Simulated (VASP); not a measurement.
Given:

```
RhTe2
1.0
    3.88697     0.00000     0.00000
   -1.94348     3.36621     0.00000
    0.00000     0.00000     5.21951
Te Rh
2 1
Direct
  0.33333   0.66667   0.25868
  0.66667   0.33333   0.74132
  0.00000   0.00000   0.00000
```

Computed with LDA (Ceperley-Alder, Perdew-Zunger), VASP's LDA PAW potentials (set 64) (plane waves; VASP). Numerical set-up: 400 eV cut-off, 10×10×7 Γ-centred mesh, tetrahedra with Blöchl corrections, potentials Te Rh_pv.

Unless said otherwise, spin-orbit coupling is left out, though it shifts the bands of the heavy elements here.

Question: Tabulate the total density of states (states/eV per cell) against energy (eV; zero at the valence-band maximum or, without a gap, the Fermi level).

Answer: 
```csv
E (eV),DOS (states/eV)
-9.88,0.00
-9.52,0.00
-9.16,0.00
-8.81,0.00
-8.57,0.00
-8.21,0.00
-7.85,0.00
-7.49,0.00
-7.14,0.00
-6.78,0.00
-6.42,0.00
-6.06,0.49
-5.82,1.14
-5.46,3.37
-5.11,2.12
-4.75,1.40
-4.39,3.28
-4.03,4.51
-3.67,1.50
-3.32,2.94
-3.08,3.35
-2.72,3.54
-2.36,2.54
-2.00,2.64
-1.65,5.34
-1.29,4.17
-0.93,2.58
-0.57,2.65
-0.33,2.22
0.03,1.68
0.39,0.85
0.74,0.53
1.10,1.03
1.46,1.68
1.82,1.93
2.18,1.80
2.41,2.04
2.77,2.27
3.13,1.51
3.49,0.06
```
Within 2 eV below the Fermi level the largest weight inside VASP's projection spheres is Rh d, then Te p.

The structure comes from a computed database's Te2Rh entry (P-3m1); how it stands against other phases isn't given here. It was relaxed first, which changed the volume by -8 %. The electron count is odd and the run is not spin-polarised, which forces a metal.
